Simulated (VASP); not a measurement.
An input for VASP 6.6.1 (RbPd):

INCAR

```
ALGO = Normal
EDIFF = 1E-6
ENCUT = 520
GGA = 91
GGA_COMPAT = False
ISIF = 2
ISMEAR = -4
LASPH = True
LCHARG = False
LMAXMIX = 4
LORBIT = 11
LORBMOM = True
LREAL = False
LSORBIT = True
LWAVE = False
MAGMOM = -0.063 -0.021 -0.044 0 0 0
NBANDS = 31
NELM = 60
PREC = Accurate
SIGMA = 0.1
```

KPOINTS

```
k-points
0
Gamma
  1 1 1
```

The input POSCAR:

```
RbPd
4.5771
    0.000000000000      0.707103377685      0.707103377685
    0.707103377685      0.000000000000      0.707103377685
    0.707103377685      0.707103377685      0.000000000000
Rb Pd
1 1
Direct
    0.0174510000     -0.0330540000      0.0010450000
    0.7457180000      0.7711580000      0.7356580000
```

Potentials or basis: VASP PAW PBE potentials, release 64 (Rb_sv, Pd).

Launch:

```console
$ cat potpaw_PBE.64/Rb_sv/POTCAR potpaw_PBE.64/Pd/POTCAR > POTCAR
$ mpirun -np 1 vasp_ncl > vasp.out
```

Task: Does this run start?

Result: The run stopped without a result. It printed:

OUTCAR:

```text
EDIFF = 1E-6
   ENCUT = 520
   GGA = 91
   ISIF = 2
   ISMEAR = -4
   LASPH = True
   LORBIT = 11
   LREAL = False
   LSORBIT = True
   NELM = 60
[... 107 lines left out ...]
|     EEEEEEE  RRRRRR   RRRRRR   OOOOOOO  RRRRRR      ###     ###     ###     |
|     E        R     R  R     R  O     O  R     R     ###     ###     ###     |
|     E        R     R  R     R  O     O  R     R     ###     ###     ###     |
|     EEEEE    RRRRRR   RRRRRR   O     O  RRRRRR       #       #       #      |
|     E        R   R    R   R    O     O  R   R                               |
|     E        R    R   R    R   O     O  R    R      ###     ###     ###     |
|     EEEEEEE  R     R  R     R  OOOOOOO  R     R     ###     ###     ###     |
|                                                                             |
|     IBZKPT: tetrahedron method fails for NKPT<4. NKPT = 1                   |
|                                                                             |
|       ---->  I REFUSE TO CONTINUE WITH THIS SICK JOB ... BYE!!! <----       |
|                                                                             |
 -----------------------------------------------------------------------------
```

On the terminal:

```text
POSCAR found type information on POSCAR RbPd
 POSCAR found :  2 types and       2 ions
[... 26 lines left out ...]

1
```
